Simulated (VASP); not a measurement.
A run of VASP 6.6.1 is set up as follows.

The input INCAR:

```
SYSTEM = TiC
PREC = Accurate
ENCUT = 600
EDIFF = 1E-7
ISMEAR = 1
SIGMA = 0.1
LREAL = .FALSE.
LASPH = .TRUE.
NELM = 80
ALGO = Normal
ISIF = 3
LWAVE = .FALSE.
LCHARG = .FALSE.
GGA = CA
IBRION = 2
NSW = 90
EDIFFG = -0.005
KPAR = 2
```

The input KPOINTS:

```
regular mesh
0
G
  14 14 14
  0 0 0
```

POSCAR

```
TiC                                     
1.0
    0.0000000000      2.1322136931      2.1322136931
    2.1322136931      0.0000000000      2.1322136931
    2.1322136931      2.1322136931      0.0000000000
  Ti              C             
     1     1
Direct
     0.0000000000000000    0.0000000000000000    0.0000000000000000
     0.5000000000000000    0.5000000000000000    0.5000000000000000
```

Potentials or basis: VASP PAW LDA potentials, release 64 (Ti_sv, C).

Command:

```sh
$ cat potpaw_LDA.64/Ti_sv/POTCAR potpaw_LDA.64/C/POTCAR > POTCAR
$ mpirun -np 2 vasp_std > vasp.out
```

Problem. What does it give for the relaxed cell?

Solution. a = 3.015 Å, b = 3.015 Å, c = 3.015 Å, α = 60.00°, β = 60.00°, γ = 60.00°.

Problem. Predict the space group after relaxing (to 0.05 Å).

Solution. Fm-3m (No. 225).

Final structure:
```xyz
2
Lattice="0.0000 2.1319 2.1319 2.1319 0.0000 2.1319 2.1319 2.1319 0.0000" Properties=species:S:1:pos:R:3 pbc="T T T"
Ti    0.0000    0.0000    0.0000
C     2.1319    2.1319    2.1319
```
